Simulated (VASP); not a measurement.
## MgSn₃ (space group Pmm2): computed properties

The numbers are results of PBEsol GGA, VASP's PBE PAW potentials (set 64) (plane waves; VASP), not measurements.

```json
{
  "space_group": "Pmm2 (25)",
  "cell": "a = 3.281 Å, b = 5.322 Å, c = 5.722 Å, α = 90.00°, β = 90.00°, γ = 90.00°",
  "volume_per_atom": "24.98 Å³/atom",
  "band gap (over mesh and band path)": "none (metal, semimetal or under 0.01 eV)",
  "density": "6.32 g/cm³"
}
```

```cif
data_MgSn3
_chemical_formula_sum 'Mg1 Sn3'
_space_group_name_H-M_alt 'P 1'
_space_group_IT_number 1
_cell_length_a 3.28096
_cell_length_b 5.32245
_cell_length_c 5.72152
_cell_angle_alpha 90.000
_cell_angle_beta 90.000
_cell_angle_gamma 90.000
loop_
_space_group_symop_operation_xyz
  'x, y, z'
loop_
_atom_site_label
_atom_site_type_symbol
_atom_site_fract_x
_atom_site_fract_y
_atom_site_fract_z
_atom_site_occupancy
Mg1 Mg 0.00000 0.50000 0.66401 1
Sn1 Sn 0.00000 0.00000 0.99376 1
Sn2 Sn 0.50000 0.00000 0.50607 1
Sn3 Sn 0.50000 0.50000 0.16948 1
```

Unless said otherwise, spin-orbit coupling is left out, though it shifts the bands of the heavy elements here.

The structure comes from a computed database's MgSn3 entry (Pmm2); how it stands against other phases isn't given here. It was relaxed first. Symmetry was kept, so distortions that lower it aren't found.
